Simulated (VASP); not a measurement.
Level of theory: PBEsol GGA with spin-orbit coupling, VASP's PBE PAW potentials (set 64) (plane waves; VASP).

VASP ran on this input.

### KPOINTS
```
Regular mesh
0
gamma
6 6 6
0 0 0
```

INCAR:
```
! general
SYSTEM       =BaTiO3
PREC         =Accurate
ENCUT        =400
LREAL        =.FALSE.
LASPH        =.TRUE.

! electronic loop
EDIFF        =1E-6
NELM         =100
ALGO         =Normal
LMAXMIX      =4

! smearing
ISMEAR       =-1
SIGMA        =0.01

! functional
GGA          =PS
GGA_COMPAT   =.FALSE.

! spin
MAGMOM       =0.0 0.0 0.0 0.0 0.0 0.0 0.0 0.0 0.0 0.0 0.0 0.0 0.0 0.0 0.0
LSORBIT      =.TRUE.
LNONCOLLINEAR=.TRUE.

! ions
ISIF         =2

! output
LWAVE        =.FALSE.
LCHARG       =.FALSE.
LORBIT       =11
```

File POSCAR:
```
BaTiO3
1
    3.9900000000     0.0000000000     0.0000000000
    0.0000000000     3.9900000000     0.0000000000
    0.0000000000     0.0000000000     4.0400000000
Ba Ti O
1 1 3
Direct
  0.0000000000   0.0000000000   0.0000000000
  0.5000000000   0.5000000000   0.5130000000
  0.5000000000   0.5000000000   0.9770000000
  0.0000000000   0.5000000000   0.4870000000
  0.5000000000   0.0000000000   0.4870000000
```

POTCAR, in this order: Ba_sv Ti_sv O (PBE.64 set). Program: vasp_ncl.

Output of the run:

File OUTCAR:
```
 ion  position               nearest neighbor table
   1  0.000  0.000  0.000-   4 2.80   5 2.80   4 2.80   5 2.80   3 2.82   3 2.82   3 2.82   3 2.82
                             4 2.88   5 2.88   5 2.88   4 2.88   2 3.44   2 3.44   2 3.44   2 3.44
   2  0.500  0.500  0.513-   3 1.87   4 2.00   5 2.00   5 2.00   4 2.00   3 2.17   1 3.44   1 3.44
                             1 3.44   1 3.44   1 3.50   1 3.50   1 3.50   1 3.50
   3  0.500  0.500  0.977-   2 1.87   2 2.17   1 2.82   1 2.82   1 2.82   1 2.82
   4  0.000  0.500  0.487-   2 2.00   2 2.00   1 2.80   1 2.80   1 2.88   1 2.88
   5  0.500  0.000  0.487-   2 2.00   2 2.00   1 2.80   1 2.80   1 2.88   1 2.88
  LATTYP: Found a simple tetragonal cell.
 ALAT       =     3.9900000000
 C/A-ratio  =     1.0125313283
 Subroutine PRICEL returns:
 Original cell was already a primitive cell.
 Subroutine GETGRP returns: Found  8 space group operations
The static configuration has the point symmetry C_4v.
The dynamic configuration has the point symmetry C_4v.
The overall configuration has the point symmetry C_4v.
 Subroutine INISYM returns: Found  8 space group operations
 Subroutine IBZKPT returns following result:
 Found     60 irreducible k-points:

 Following reciprocal coordinates:
            Coordinates               Weight
  0.000000  0.000000  0.000000      1.000000
  0.166667  0.000000  0.000000      4.000000
  0.333333  0.000000  0.000000      4.000000
  0.500000  0.000000  0.000000      2.000000
  0.166667  0.166667  0.000000      4.000000
  0.333333  0.166667  0.000000      8.000000
  0.500000  0.166667  0.000000      4.000000
  0.333333  0.333333  0.000000      4.000000
  0.500000  0.333333  0.000000      4.000000
  0.500000  0.500000  0.000000      1.000000
  0.000000  0.000000  0.166667      1.000000
  0.000000  0.000000 -0.166667      1.000000
  0.166667  0.000000  0.166667      4.000000
 -0.166667  0.000000 -0.166667      4.000000
  0.333333  0.000000  0.166667      4.000000
 -0.333333  0.000000 -0.166667      4.000000
  0.500000  0.000000  0.166667      2.000000
  0.500000  0.000000 -0.166667      2.000000
  0.166667  0.166667  0.166667      4.000000
 -0.166667 -0.166667 -0.166667      4.000000
  0.333333  0.166667  0.166667      8.000000
 -0.333333 -0.166667 -0.166667      8.000000
  0.500000  0.166667  0.166667      4.000000
  0.500000 -0.166667 -0.166667      4.000000
  0.333333  0.333333  0.166667      4.000000
 -0.333333 -0.333333 -0.166667      4.000000
  0.500000  0.333333  0.166667      4.000000
  0.500000 -0.333333 -0.166667      4.000000
  0.500000  0.500000  0.166667      1.000000
  0.500000  0.500000 -0.166667      1.000000
  0.000000  0.000000  0.333333      1.000000
  0.000000  0.000000 -0.333333      1.000000
  0.166667  0.000000  0.333333      4.000000
 -0.166667  0.000000 -0.333333      4.000000
  0.333333  0.000000  0.333333      4.000000
 -0.333333  0.000000 -0.333333      4.000000
  0.500000  0.000000  0.333333      2.000000
  0.500000  0.000000 -0.333333      2.000000
  0.166667  0.166667  0.333333      4.000000
 -0.166667 -0.166667 -0.333333      4.000000
   k-points           NKPTS =     60   k-points in BZ     NKDIM =     60   number of bands    NBANDS=     48
   number of dos      NEDOS =    301   number of ions     NIONS =      5
   total plane-waves  NPLWV =  21952
   dimension x,y,z NGX =    28 NGY =   28 NGZ =   28
   dimension x,y,z NGXF=    56 NGYF=   56 NGZF=   56
   ions per type =               1   1   3
   PREC   = accura    normal or accurate (medium, high low for compatibility)
   ISTART =      0    job   : 0-new  1-cont  2-samecut
   ICHARG =      2    charge: 1-file 2-atom 10-const
   ISPIN  =      1    spin polarized calculation?
   LNONCOLLINEAR =      T non collinear calculations
   LSORBIT =      T    spin-orbit coupling
...
```

OSZICAR:
```
       N       E                     dE             d eps       ncg     rms          rms(c)
DAV:   1     0.446279085151E+03    0.44628E+03   -0.17420E+04  5760   0.150E+03
DAV:   2     0.811505399353E+01   -0.43816E+03   -0.41995E+03  6832   0.461E+02
DAV:   3    -0.485932329569E+02   -0.56708E+02   -0.56064E+02  7968   0.169E+02
DAV:   4    -0.521450504108E+02   -0.35518E+01   -0.35483E+01  8280   0.383E+01
DAV:   5    -0.523236899595E+02   -0.17864E+00   -0.17859E+00  8136   0.697E+00    0.233E+01
DAV:   6    -0.422174966431E+02    0.10106E+02   -0.58167E+01  8488   0.757E+01    0.990E+00
DAV:   7    -0.424022463365E+02   -0.18475E+00   -0.10630E+01  7920   0.250E+01    0.652E+00
DAV:   8    -0.422303844256E+02    0.17186E+00   -0.98968E-01  8192   0.106E+01    0.260E+00
DAV:   9    -0.422367091628E+02   -0.63247E-02   -0.20977E-01  7152   0.322E+00    0.930E-01
DAV:  10    -0.422378648526E+02   -0.11557E-02   -0.64387E-02  7584   0.187E+00    0.590E-01
DAV:  11    -0.422336488686E+02    0.42160E-02   -0.15620E-02  8320   0.130E+00    0.690E-02
DAV:  12    -0.422336598759E+02   -0.11007E-04   -0.11289E-03  6928   0.276E-01    0.465E-02
DAV:  13    -0.422336220833E+02    0.37793E-04   -0.26773E-04  8184   0.179E-01    0.338E-02
DAV:  14    -0.422336292825E+02   -0.71992E-05   -0.35512E-05  8056   0.541E-02    0.302E-02
DAV:  15    -0.422336181927E+02    0.11090E-04   -0.33867E-05  7888   0.489E-02    0.725E-03
DAV:  16    -0.422336177976E+02    0.39509E-06   -0.51909E-06  7744   0.209E-02
   1 F= -.42233618E+02 E0= -.42233618E+02  d E =0.000000E+00  mag=     0.0000    -0.0000    -0.0000
```

**OUTCAR**
```
------------------------ aborting loop because EDIFF is reached ----------------------------------------
  FORCE on cell =-STRESS in cart. coord.  units (eV):
  Direction    XX          YY          ZZ          XY          YZ          ZX
  --------------------------------------------------------------------------------------
  Total       -2.6828687     -2.6828687     -2.4869875      0.0000000      0.0000000      0.0000000
  in kB      -66.8317525    -66.8317525    -61.9522422      0.0000000      0.0000000      0.0000000
  external PRESSURE =     -65.2052491 kB  Pullay stress =       0.0000000 kB
  volume of cell :       64.32
      direct lattice vectors                 reciprocal lattice vectors
     3.990000000  0.000000000  0.000000000     0.250626566  0.000000000  0.000000000
     0.000000000  3.990000000  0.000000000     0.000000000  0.250626566  0.000000000
     0.000000000  0.000000000  4.040000000     0.000000000  0.000000000  0.247524752
 POSITION                                       TOTAL-FORCE (eV/Angst)
 -----------------------------------------------------------------------------------
      0.00000      0.00000      0.00000        -0.000000      0.000000      0.000627
      1.99500      1.99500      2.07252         0.000000     -0.000000      0.199276
      1.99500      1.99500      3.94708         0.000000     -0.000000     -0.133394
      0.00000      1.99500      1.96748         0.000000      0.000000     -0.033255
      1.99500      0.00000      1.96748         0.000000      0.000000     -0.033255
 -----------------------------------------------------------------------------------
    total drift:                                0.000000      0.000000      0.000425
  FREE ENERGIE OF THE ION-ELECTRON SYSTEM (eV)
  ---------------------------------------------------
  free  energy   TOTEN  =       -42.2336177976 eV

  energy  without entropy=      -42.2336177976  energy(sigma->0) =      -42.23361780

 total charge

# of ion       s       p       d       tot
------------------------------------------
    1        2.003   5.632   0.335   7.970
    2        2.215   6.276   1.740  10.231
    3        1.588   3.460   0.000   5.048
    4        1.584   3.462   0.000   5.046
    5        1.584   3.462   0.000   5.046
--------------------------------------------------
tot          8.974  22.293   2.075  33.342

 magnetization (x)

# of ion       s       p       d       tot
------------------------------------------
    1        0.000   0.000   0.000   0.000
    2       -0.000   0.000   0.000  -0.000
    3        0.000  -0.000   0.000  -0.000
    4        0.000  -0.000   0.000  -0.000
    5        0.000   0.000   0.000   0.000
--------------------------------------------------
tot         -0.000  -0.000   0.000  -0.000

 magnetization (y)

# of ion       s       p       d       tot
------------------------------------------
    1        0.000   0.000  -0.000   0.000
    2        0.000   0.000   0.000   0.000
    3        0.000   0.000   0.000   0.000
    4        0.000   0.000   0.000   0.000
    5        0.000   0.000   0.000   0.000
--------------------------------------------------
tot          0.000   0.000  -0.000   0.000

 magnetization (z)

# of ion       s       p       d       tot
------------------------------------------
    1       -0.000   0.000  -0.000  -0.000
    2       -0.000   0.000   0.000  -0.000
    3       -0.000   0.000   0.000   0.000
    4        0.000  -0.000   0.000  -0.000
    5        0.000   0.000   0.000   0.000
--------------------------------------------------
tot         -0.000   0.000  -0.000  -0.000

 Ion:    1  E_soc:     -0.3864318

 Ion:    2  E_soc:     -0.0101256

 Ion:    3  E_soc:     -0.0002562

 Ion:    4  E_soc:     -0.0002542

 Ion:    5  E_soc:     -0.0002542
```
(Selected blocks of OUTCAR.)

File OUTCAR:
```
 val. band max:        3.7252729402   @ k =   0.5000   0.5000   0.5000

 cond. band min:       5.4573118139   @ k =   0.0000   0.0000   0.0000


 Fermi energy:         4.1049981231

 k-point     1 :       0.0000    0.0000    0.0000
  band No.  band energies     occupation
      1     -52.5974      1.00000
      2     -52.5974      1.00000
      3     -29.3779      1.00000
      4     -29.3779      1.00000
      5     -28.7456      1.00000
      6     -28.7456      1.00000
      7     -28.7156      1.00000
      8     -28.7156      1.00000
      9     -21.1175      1.00000
     10     -21.1175      1.00000
     11     -13.1436      1.00000
     12     -13.1436      1.00000
     13     -12.4904      1.00000
     14     -12.4904      1.00000
     15     -12.4307      1.00000
     16     -12.4307      1.00000
     17      -7.5452      1.00000
     18      -7.5452      1.00000
     19      -5.7389      1.00000
     20      -5.7389      1.00000
     21      -5.7226      1.00000
     22      -5.7226      1.00000
     23       1.1935      1.00000
     24       1.1935      1.00000
     25       1.4126      1.00000
     26       1.4126      1.00000
     27       1.4341      1.00000
     28       1.4341      1.00000
     29       2.3999      1.00000
     30       2.3999      1.00000
     31       2.4146      1.00000
     32       2.4146      1.00000
     33       2.5321      1.00000
     34       2.5321      1.00000
     35       3.2843      1.00000
     36       3.2843      1.00000
     37       3.4112      1.00000
     38       3.4112      1.00000
     39       3.4328      1.00000
     40       3.4328      1.00000
     41       5.4573      0.00000
     42       5.4573      0.00000
     43       5.6978      0.00000
     44       5.6978      0.00000
     45       5.7219      0.00000
     46       5.7219      0.00000
     47       7.7503      0.00000
     48       7.7745      0.00000

 k-point     2 :       0.1667    0.0000    0.0000
  band No.  band energies     occupation
...
```

At this cut-off the stress carries a Pulay error, which pulls relaxed volumes low.

The structure is a typed BaTiO3 crystal. The cell was not relaxed at this level. The run is one of a series of settings (GGA_COMPAT = .FALSE., LNONCOLLINEAR = .TRUE., LSORBIT = .TRUE., MAGMOM = 0.0 0.0 0.0 0.0 0.0 0.0 0.0 0.0 0.0 0.0 0.0 0.0 0.0 0.0 0.0, program vasp_ncl against the base run), some of them coarse on purpose.
